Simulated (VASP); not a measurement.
Output of a VASP run:

File OUTCAR:
```
 ion  position               nearest neighbor table
   1  0.333  0.667  0.250-   2 2.77   2 2.77   2 2.77   2 2.77   2 2.77   2 2.77
   2  0.667  0.333  0.750-   1 2.77   1 2.77   1 2.77   1 2.77   1 2.77   1 2.77
  LATTYP: Found a hexagonal cell.
 ALAT       =     2.6301738204
 C/A-ratio  =     1.7577194012
 Subroutine PRICEL returns:
 Original cell was already a primitive cell.
 Subroutine GETGRP returns: Found 24 space group operations
The static configuration has the point symmetry D_3d.
 The point group associated with its full space group is D_6h.
The dynamic configuration has the point symmetry D_3d.
 Subroutine INISYM returns: Found 24 space group operations
 Subroutine IBZKPT returns following result:
 Found    150 irreducible k-points:

 Following reciprocal coordinates:
            Coordinates               Weight
  0.000000  0.000000  0.000000      1.000000
  0.062500 -0.000000  0.000000      6.000000
  0.125000 -0.000000  0.000000      6.000000
  0.187500 -0.000000  0.000000      6.000000
  0.250000 -0.000000  0.000000      6.000000
  0.312500 -0.000000  0.000000      6.000000
  0.375000 -0.000000  0.000000      6.000000
  0.437500 -0.000000  0.000000      6.000000
  0.500000 -0.000000  0.000000      3.000000
  0.062500  0.062500  0.000000      6.000000
  0.125000  0.062500  0.000000     12.000000
  0.187500  0.062500  0.000000     12.000000
  0.250000  0.062500  0.000000     12.000000
  0.312500  0.062500  0.000000     12.000000
  0.375000  0.062500  0.000000     12.000000
  0.437500  0.062500  0.000000     12.000000
  0.125000  0.125000  0.000000      6.000000
  0.187500  0.125000  0.000000     12.000000
  0.250000  0.125000  0.000000     12.000000
  0.312500  0.125000  0.000000     12.000000
  0.375000  0.125000  0.000000     12.000000
  0.437500  0.125000  0.000000      6.000000
  0.187500  0.187500  0.000000      6.000000
  0.250000  0.187500  0.000000     12.000000
  0.312500  0.187500  0.000000     12.000000
  0.375000  0.187500  0.000000     12.000000
  0.250000  0.250000  0.000000      6.000000
  0.312500  0.250000  0.000000     12.000000
  0.375000  0.250000  0.000000      6.000000
  0.312500  0.312500  0.000000      6.000000
  0.000000  0.000000  0.125000      2.000000
  0.062500 -0.000000  0.125000     12.000000
  0.125000 -0.000000  0.125000     12.000000
  0.187500 -0.000000  0.125000     12.000000
  0.250000 -0.000000  0.125000     12.000000
  0.312500 -0.000000  0.125000     12.000000
  0.375000 -0.000000  0.125000     12.000000
  0.437500 -0.000000  0.125000     12.000000
  0.500000 -0.000000  0.125000      6.000000
  0.062500  0.062500  0.125000     12.000000
   k-points           NKPTS =    150   k-points in BZ     NKDIM =    150   number of bands    NBANDS=     16
   number of dos      NEDOS =    301   number of ions     NIONS =      2
   total plane-waves  NPLWV =  14400
   dimension x,y,z NGX =    20 NGY =   20 NGZ =   36
   dimension x,y,z NGXF=    40 NGYF=   40 NGZF=   72
   ions per type =               2
   PREC   = accura    normal or accurate (medium, high low for compatibility)
   ISTART =      0    job   : 0-new  1-cont  2-samecut
   ICHARG =      2    charge: 1-file 2-atom 10-const
   ISPIN  =      1    spin polarized calculation?
   LNONCOLLINEAR =      F non collinear calculations
   LSORBIT =      F    spin-orbit coupling
   INIWAV =      1    electr: 0-lowe 1-rand  2-diag
   ENCUT  =  520.0 eV  38.22 Ry    6.18 a.u.   4.89  4.89  8.60*2*pi/ulx,y,z
   NELM   =    100;   NELMIN=  2; NELMDL= -5     # of ELM steps
   EDIFF  = 0.1E-06   stopping-criterion for ELM
   LREAL  =      F    real-space projection
   NLSPLINE    = F    spline interpolate recip. space projectors
   LMAXMIX     =    4 max onsite mixed and CHGCAR
   VOSKOWN=      0    Vosko Wilk Nusair interpolation
   EDIFFG = -.1E-01   stopping-criterion for IOM
   NSW    =     30    number of steps for IOM
...
```

**OSZICAR**
```
...
DAV:   3     0.361020248067E+01    0.87060E-02   -0.11019E-02  6792   0.197E+00    0.653E-02
DAV:   4     0.361010546118E+01   -0.97019E-04   -0.12393E-03  5072   0.418E-01    0.403E-02
DAV:   5     0.361010860429E+01    0.31431E-05   -0.11118E-05  5736   0.770E-02    0.468E-03
DAV:   6     0.361010930337E+01    0.69908E-06   -0.10630E-06  6032   0.149E-02    0.940E-04
DAV:   7     0.361010928496E+01   -0.18406E-07   -0.10727E-07  2968   0.427E-03
   3 F= 0.36101093E+01 E0= 0.36102579E+01  d E =-.823546E-02
       N       E                     dE             d eps       ncg     rms          rms(c)
DAV:   1     0.351083727072E+01   -0.99272E-01   -0.21617E+00  5640   0.142E+01    0.200E+00
DAV:   2     0.357689553623E+01    0.66058E-01   -0.66443E-02  5192   0.476E+00    0.120E+00
DAV:   3     0.361186994167E+01    0.34974E-01   -0.45776E-02  6568   0.374E+00    0.135E-01
DAV:   4     0.361147263192E+01   -0.39731E-03   -0.47438E-03  5136   0.788E-01    0.877E-02
DAV:   5     0.361148769712E+01    0.15065E-04   -0.57182E-05  5592   0.115E-01    0.130E-02
DAV:   6     0.361149274219E+01    0.50451E-05   -0.68112E-06  6408   0.408E-02    0.167E-03
DAV:   7     0.361149262239E+01   -0.11980E-06   -0.70816E-07  5344   0.100E-02    0.104E-03
DAV:   8     0.361149260339E+01   -0.19002E-07   -0.94490E-09  2624   0.221E-03
   4 F= 0.36114926E+01 E0= 0.36114304E+01  d E =-.685215E-02
       N       E                     dE             d eps       ncg     rms          rms(c)
DAV:   1     0.356416205156E+01   -0.47331E-01   -0.96767E-01  5600   0.953E+00    0.135E+00
DAV:   2     0.359361715911E+01    0.29455E-01   -0.27142E-02  5240   0.318E+00    0.808E-01
DAV:   3     0.360915537914E+01    0.15538E-01   -0.19362E-02  6736   0.259E+00    0.879E-02
DAV:   4     0.360898380607E+01   -0.17157E-03   -0.22717E-03  5112   0.572E-01    0.497E-02
DAV:   5     0.360898633639E+01    0.25303E-05   -0.16900E-05  5872   0.124E-01    0.494E-03
DAV:   6     0.360898666396E+01    0.32757E-06   -0.19093E-06  5688   0.211E-02    0.193E-03
DAV:   7     0.360898668269E+01    0.18722E-07   -0.12390E-07  3112   0.620E-03
   5 F= 0.36089867E+01 E0= 0.36090048E+01  d E =-.935807E-02
       N       E                     dE             d eps       ncg     rms          rms(c)
DAV:   1     0.360662457683E+01   -0.23621E-02   -0.49531E-02  5616   0.215E+00    0.304E-01
DAV:   2     0.360810993009E+01    0.14854E-02   -0.14326E-03  5232   0.755E-01    0.183E-01
DAV:   3     0.360891510619E+01    0.80518E-03   -0.10143E-03  6736   0.591E-01    0.198E-02
DAV:   4     0.360890603359E+01   -0.90726E-05   -0.11140E-04  5120   0.125E-01    0.120E-02
DAV:   5     0.360890656668E+01    0.53309E-06   -0.95275E-07  5728   0.265E-02    0.137E-03
DAV:   6     0.360890658247E+01    0.15792E-07   -0.95200E-08  2912   0.430E-03
   6 F= 0.36089066E+01 E0= 0.36088801E+01  d E =-.943817E-02
       N       E                     dE             d eps       ncg     rms          rms(c)
DAV:   1     0.360872668902E+01   -0.17988E-03   -0.36282E-03  5624   0.582E-01    0.823E-02
DAV:   2     0.360883882848E+01    0.11214E-03   -0.10410E-04  5224   0.204E-01    0.494E-02
DAV:   3     0.360889514941E+01    0.56321E-04   -0.73797E-05  6720   0.160E-01    0.536E-03
DAV:   4     0.360889467244E+01   -0.47698E-06   -0.82949E-06  5104   0.344E-02    0.315E-03
DAV:   5     0.360889459061E+01   -0.81830E-07   -0.61820E-08  3568   0.767E-03
   7 F= 0.36088946E+01 E0= 0.36088793E+01  d E =-.945016E-02
```

OUTCAR:
```
------------------------ aborting loop because EDIFF is reached ----------------------------------------
  FORCE on cell =-STRESS in cart. coord.  units (eV):
  Direction    XX          YY          ZZ          XY          YZ          ZX
  --------------------------------------------------------------------------------------
  Total        0.6549503      0.6549505      0.6541250      0.0000000      0.0000000      0.0000000
  in kB       37.8865823     37.8865969     37.8388447      0.0000000      0.0000000      0.0000000
  external PRESSURE =      37.8706746 kB  Pullay stress =       0.0000000 kB
  volume of cell :       27.70
      direct lattice vectors                 reciprocal lattice vectors
     1.297752787 -2.247774196 -0.000000000     0.385281392 -0.222442272 -0.000000000
     1.297752787  2.247774196 -0.000000000     0.385281392  0.222442272  0.000000000
     0.000000000 -0.000000000  4.747432984     0.000000000  0.000000000  0.210640151
 POSITION                                       TOTAL-FORCE (eV/Angst)
 -----------------------------------------------------------------------------------
      1.29775      0.74926      1.18686         0.000000     -0.000000      0.000000
      1.29775     -0.74926      3.56057        -0.000000      0.000000      0.000000
 -----------------------------------------------------------------------------------
    total drift:                                0.000012      0.000063      0.000004
  FREE ENERGIE OF THE ION-ELECTRON SYSTEM (eV)
  ---------------------------------------------------
  free  energy   TOTEN  =         3.6088945906 eV

  energy  without entropy=        3.6088487606  energy(sigma->0) =        3.60887931

 reached required accuracy - stopping structural energy minimisation
```
(Selected blocks of OUTCAR.)

POSCAR:
```
Zn
1
    1.3150867286    -2.2777974497     0.0000000000
    1.3150867286     2.2777974497     0.0000000000
    0.0000000000     0.0000000000     4.6231075526
Zn
2
Direct
  0.3333330000   0.6666670000   0.2500000000
  0.6666670000   0.3333330000   0.7500000000
```

**Question.** Reconstruct the remaining input files.

**Answer.** This is not unique; one that fits is the input of the run itself, vdW-DF-cx, plane waves, VASP's PBE PAW potentials (set 64).

KPOINTS:
```
Automatic
0
gamma
  16 16 8
0 0 0
```

INCAR:
```
SYSTEM = Zn
PREC = Accurate; ENCUT = 520; LREAL = .False.
LASPH = .True.
EDIFF = 1E-7; NELM = 100; ALGO = Normal
LMAXMIX = 4
ISMEAR = 1; SIGMA = 0.1
GGA = CX; LUSE_VDW = .True.; AGGAC = 0.0
IBRION = 2; NSW = 30; ISIF = 4
EDIFFG = -0.01
LWAVE = .False.; LCHARG = .False.
```

POTCAR, in this order: Zn (PBE.64 set). Program: vasp_std.

The compound is Zn in the hcp structure. This cell is one point of a volume scan, at 0.97 of the reference volume. Symmetry was kept, so distortions that lower it aren't found.
